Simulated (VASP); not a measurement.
A convergence study with VASP on AgO (space group C2): one setting is varied, all else stays as given below, so the limit is that of these other settings. The cell's lengths are 1 % over those of the tabulated start and one atom is moved, so it is off equilibrium.

```
CELL_PARAMETERS angstrom
      2.38756    -2.40133     0.00000
      2.38756     2.40133     0.00000
      0.00000     0.00000     5.71050
ATOMIC_POSITIONS crystal
  Ag 0.50000 0.00000 0.50000
  Ag 0.00000 0.50000 0.00000
  O  0.00000 0.00000 0.25000
  O  0.01269 0.01269 0.75000
```

All values below come from PBEsol GGA, VASP's PBE PAW potentials (set 64) (plane waves; VASP 6.6.1). The tightest run used: 1000 eV cut-off, 10×10×6 Γ-centred mesh, first-order Methfessel-Paxton smearing of 0.10 eV, potentials Ag O.

```csv
setting,E (eV/atom),pressure (GPa),largest force (eV/Å),plane waves
ENCUT = 250,-4.4317,-64.65,0.241,603
ENCUT = 300,-4.3466,-35.93,0.232,789
ENCUT = 350,-4.3052,-22.48,0.244,1001
ENCUT = 400,-4.2962,-15.91,0.245,1210
ENCUT = 450,-4.2932,-13.19,0.249,1448
```

Q: These are the cheaper rows. Estimate the results at ENCUT = 1000, and how far the last row shown lies from them.

A: 
| quantity | tightest run | last row shown is off by |
|---|---|---|
| E (eV/atom) | -4.2937 | 0.0005 |
| pressure (GPa) | -12.32 | -0.86 |
| largest force (eV/Å) | 0.250 | 0.000 |

Left out are rungs that failed or repeat a setting and relaxations that didn't move; long series are thinned to 24 rows.

The structure comes from a computed database's AgO entry (space group no. 66); how it stands against other phases isn't given here. The cell was not relaxed at this level, it is distorted from the ideal structure.
